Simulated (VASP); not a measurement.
Input:

```xyz
4
Lattice="1.9894 -3.4458 0.0000 1.9894 3.4458 0.0000 0.0000 0.0000 5.1919" Properties=species:S:1:pos:R:3 pbc="T T T"
Ni     0.0000     0.0000     2.5959
Ni     0.0000     0.0000     0.0000
Sb     1.9894     1.1486     1.2980
Sb     1.9894    -1.1486     3.8939
```

These are optB88-vdW, VASP's PBE PAW potentials (set 64) (plane waves; VASP) values and carry that method's errors. Run with 520 eV cut-off, Gaussian smearing of 0.050 eV, potentials Ni Sb.

Unless said otherwise, spin-orbit coupling is left out, though it shifts the bands of the heavy elements here.

### Question
What does the run give for the band gap (along the path) with the smallest direct gap where there is one?

### Answer

```yaml
band gap (along the path): none (metal, semimetal or under 0.01 eV)
```

The compound is NiSb in the NiAs type structure. It was relaxed first. The run is not spin-polarised, so no magnetic state was tried.
